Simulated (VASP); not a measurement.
An input for Ansatz (written as the equivalent of a VASP run, and not itself run):

Ansatz 0.2 input:
```yaml
crystal:
  lattice:
    - [0.0000000, 3.1292380, 3.1292380]
    - [3.1292380, 0.0000000, 3.1292380]
    - [3.1292380, 3.1292380, 0.0000000]
  atoms:
    - { symbol: Cu, position: [0.0000000, 0.0000000, 0.0000000] }
    - { symbol: I, position: [0.2500000, 0.2500000, 0.2500000] }
kpoints:
  mp_grid: { grid: [7, 7, 7] }
hamiltonian:
  xc: pbesol
  pseudopotentials: { kind: paw }
scf:
  occupations: { method: gaussian, width: 0.05 }
  max_iter: 100
relax:
  max_steps: 60
  f_tol: 0.01
  cell: {}
output: { forces: true, stress: true, eigenvalues: true }
```

**Question.** Write the VASP files for the same calculation (PBEsol).

**Answer.** This is not unique; one that fits is 
File KPOINTS:
```
Automatic mesh
0
Gamma
7 7 7
0 0 0
```

### POSCAR
```
CuI
1
    0.0000000000     3.1292380000     3.1292380000
    3.1292380000     0.0000000000     3.1292380000
    3.1292380000     3.1292380000     0.0000000000
Cu I
1 1
Direct
  0.0000000000   0.0000000000   0.0000000000
  0.2500000000   0.2500000000   0.2500000000
```

### INCAR
```
ALGO  =  Normal
EDIFF  =  1E-6
EDIFFG  =  -0.01
ENCUT  =  400
GGA  =  PS
IBRION  =  2
ISIF  =  3
ISMEAR  =  0
LASPH  =  .TRUE.
LCHARG  =  .FALSE.
LMAXMIX  =  4
LREAL  =  .FALSE.
LWAVE  =  .FALSE.
NELM  =  100
NSW  =  60
PREC  =  Accurate
SIGMA  =  0.05
SYSTEM  =  CuI
```

POTCAR, in this order: Cu I (PBE.64 set). Program: vasp_std.

The two are equivalent in intent, not identical: each code has its own PAW files, so the cut-off isn't converted (ENCUT is set for VASP's; basis.ecutwfc is left out, and Ansatz then takes the one that its files recommend); Ansatz stops its SCF on the density residual and VASP on the energy change (EDIFF).

The structure was generated: CuI was put into the zinc blende type (F-43m), which need not be its known phase. This run relaxes it. Symmetry was kept, so distortions that lower it aren't found.
